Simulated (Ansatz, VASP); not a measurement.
One calculation of SrMg6Sb, two programs

```
Sb Sr Mg
1.0
     5.42996    0.00000    0.00000
     0.00000    3.22547    5.97668
     0.00000   -3.22547    5.97668
Sb Sr Mg
1 1 6
Direct
  0.50000 0.66132 0.66132
  0.50000 0.17080 0.17080
  0.00000 0.83565 0.83565
  0.00000 0.34310 0.34310
  0.00000 0.33415 0.81740
  0.00000 0.81740 0.33415
  0.50000 0.17037 0.66719
  0.50000 0.66719 0.17037
```

The cell comes from a database or a generator and needn't be the stable form of this composition.

Alike in both runs: task single point; functional RPBE; k mesh 5 × 5 × 5; occupations gaussian, width 0.1 eV; no spin polarisation.

|  | VASP | Ansatz |
| --- | --- | --- |
| version | VASP 6.6.1 | Ansatz 0.2.0 |
| potentials or method | VASP PAW PBE potentials, release 64 (Sb, Sr_sv, Mg) | Ansatz PAW |
| plane-wave cutoff (eV) | 500 | 420 |
| valence electrons in the cell | 27 | 85 |

```tsv
	VASP	Ansatz	Ansatz less VASP
gap on the k mesh at the Fermi level (eV)	none	none	-
pressure (GPa)	1.0	1.1	+0.10
largest component of the traceless stress (GPa)	0.91	0.90	-0.015
rms of the force components (eV/Å)	0.029	0.029	-0.0005
```

Atom by atom the forces differ by 0.002 eV/Å (rms over components). A gap of «none» marks a metal or a gap that the smearing closes. The two sets of potentials don't hold the same shells in valence.

Caveats: the PAW data sets were made with another functional, which shifts forces and pressure a little (VASP); the PAW data sets come from PBE, with cores solved anew for the run's functional, which leaves a small shift of forces and pressure (Ansatz). The runs have no spin-orbit coupling, so splittings on Sb are missing.
